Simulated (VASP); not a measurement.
Level of theory: PBEsol GGA, VASP's PBE PAW potentials (set 64) (plane waves; VASP 6.6.1).

The input files of a VASP run:

### POSCAR
```
LiH
1
    0.0000000000     2.0367500000     2.0367500000
    2.0367500000     0.0000000000     2.0367500000
    2.0367500000     2.0367500000     0.0000000000
Li H
1 1
Direct
  0.0000000000   0.0000000000   0.0000000000
  0.5000000000   0.5000000000   0.5000000000
```

### INCAR
```
SYSTEM  =  LiH
PREC  =  Accurate; ENCUT  =  520; LREAL  =  .False.
LASPH  =  .True.
EDIFF  =  1E-6; NELM  =  100; ALGO  =  Normal
ISMEAR  =  0; SIGMA  =  0.05
GGA  =  PS
IBRION  =  2; NSW  =  60; ISIF  =  3
EDIFFG  =  -0.01
LWAVE  =  .False.; LCHARG  =  .False.
```

File KPOINTS:
```
Automatic mesh
0
Gamma
10 10 10
0 0 0
```

POTCAR, in this order: Li_sv H (PBE.64 set). Program: vasp_std.

What VASP printed:

### OUTCAR
```
 ion  position               nearest neighbor table
   1  0.000  0.000  0.000-
   2  0.500  0.500  0.500-
  LATTYP: Found a face centered cubic cell.
 ALAT       =     4.0735000000
 Subroutine PRICEL returns:
 Original cell was already a primitive cell.
 Subroutine GETGRP returns: Found 48 space group operations
The static configuration has the point symmetry O_h .
The dynamic configuration has the point symmetry O_h .
 Subroutine INISYM returns: Found 48 space group operations
 Subroutine IBZKPT returns following result:
 Found     47 irreducible k-points:

 Following reciprocal coordinates:
            Coordinates               Weight
  0.000000  0.000000  0.000000      1.000000
  0.100000  0.000000  0.000000      8.000000
  0.200000  0.000000  0.000000      8.000000
  0.300000  0.000000  0.000000      8.000000
  0.400000  0.000000  0.000000      8.000000
  0.500000  0.000000  0.000000      4.000000
  0.100000  0.100000  0.000000      6.000000
  0.200000  0.100000  0.000000     24.000000
  0.300000  0.100000  0.000000     24.000000
...
```

### OSZICAR
```
       N       E                     dE             d eps       ncg     rms          rms(c)
DAV:   1    -0.187371907707E+01   -0.18737E+01   -0.15345E+03   600   0.613E+02
DAV:   2    -0.623406825973E+01   -0.43603E+01   -0.43603E+01   768   0.649E+01
DAV:   3    -0.633164998493E+01   -0.97582E-01   -0.97582E-01   762   0.847E+00
DAV:   4    -0.633287231093E+01   -0.12223E-02   -0.12223E-02   750   0.735E-01
DAV:   5    -0.633287344244E+01   -0.11315E-05   -0.11315E-05   714   0.287E-02    0.266E+00
DAV:   6    -0.616578489053E+01    0.16709E+00   -0.15080E-01   660   0.170E+00    0.132E+00
DAV:   7    -0.611133291185E+01    0.54452E-01   -0.18339E-01   726   0.210E+00    0.203E-01
DAV:   8    -0.611265343633E+01   -0.13205E-02   -0.54597E-03   648   0.656E-01    0.358E-02
DAV:   9    -0.611262442990E+01    0.29006E-04   -0.20090E-04   816   0.749E-02    0.124E-02
DAV:  10    -0.611262439096E+01    0.38941E-07   -0.57587E-06   612   0.235E-02
   1 F= -.61126244E+01 E0= -.61126244E+01  d E =-.611262E+01
       N       E                     dE             d eps       ncg     rms          rms(c)
DAV:   1    -0.611774036985E+01   -0.51159E-02   -0.29741E-02   744   0.165E+00    0.350E-01
DAV:   2    -0.611721190202E+01    0.52847E-03   -0.13937E-03   702   0.361E-01    0.213E-01
DAV:   3    -0.611690076935E+01    0.31113E-03   -0.62765E-04   948   0.168E-01    0.226E-02
DAV:   4    -0.611689310552E+01    0.76638E-05   -0.17018E-05   660   0.486E-02    0.516E-03
DAV:   5    -0.611689644294E+01   -0.33374E-05   -0.47549E-06   780   0.178E-02    0.109E-03
DAV:   6    -0.611689648556E+01   -0.42621E-07   -0.12223E-07   288   0.403E-03
   2 F= -.61168965E+01 E0= -.61168965E+01  d E =-.427209E-02
       N       E                     dE             d eps       ncg     rms          rms(c)
DAV:   1    -0.612757022817E+01   -0.10674E-01   -0.20383E-01   720   0.445E+00    0.906E-01
DAV:   2    -0.612419555078E+01    0.33747E-02   -0.10406E-02   672   0.100E+00    0.554E-01
DAV:   3    -0.612212218226E+01    0.20734E-02   -0.43163E-03   954   0.452E-01    0.649E-02
DAV:   4    -0.612208258110E+01    0.39601E-04   -0.11155E-04   624   0.130E-01    0.161E-02
DAV:   5    -0.612209010163E+01   -0.75205E-05   -0.38989E-05   822   0.509E-02    0.452E-03
DAV:   6    -0.612208911686E+01    0.98477E-06   -0.10661E-06   390   0.121E-02
   3 F= -.61220891E+01 E0= -.61220891E+01  d E =-.946473E-02
```

File OUTCAR:
```
------------------------ aborting loop because EDIFF is reached ----------------------------------------
  FORCE on cell =-STRESS in cart. coord.  units (eV):
  Direction    XX          YY          ZZ          XY          YZ          ZX
  --------------------------------------------------------------------------------------
  Total       -0.0184444     -0.0184444     -0.0184444      0.0000000      0.0000000     -0.0000000
  in kB       -1.8710207     -1.8710207     -1.8710207      0.0000000      0.0000000     -0.0000000
  external PRESSURE =      -1.8710207 kB  Pullay stress =       0.0000000 kB
  volume of cell :       15.79
      direct lattice vectors                 reciprocal lattice vectors
    -0.000000000  1.991386673  1.991386673    -0.251081323  0.251081323  0.251081323
     1.991386673  0.000000000  1.991386673     0.251081323 -0.251081323  0.251081323
     1.991386673  1.991386673  0.000000000     0.251081323  0.251081323 -0.251081323
  FREE ENERGIE OF THE ION-ELECTRON SYSTEM (eV)
  ---------------------------------------------------
  free  energy   TOTEN  =        -6.1220891169 eV

  energy  without entropy=       -6.1220891169  energy(sigma->0) =       -6.12208912

 reached required accuracy - stopping structural energy minimisation
```
(Selected blocks of OUTCAR.)

File CONTCAR:
```
LiH
   1.00000000000000
    -0.0000000000000000    1.9913866732859156    1.9913866732859156
     1.9913866732859156    0.0000000000000000    1.9913866732859156
     1.9913866732859156    1.9913866732859156    0.0000000000000000
  Li              H
     1     1
Direct
     0.0000000000000000    0.0000000000000000    0.0000000000000000
     0.5000000000000000    0.5000000000000000    0.5000000000000000
```

Energy and stress use the plane-wave basis of the starting cell.

The structure comes from a measured LiH entry (Fm-3m) of the Crystallography Open Database, whose conditions weren't checked. This run relaxes it. Symmetry was kept, so distortions that lower it aren't found.
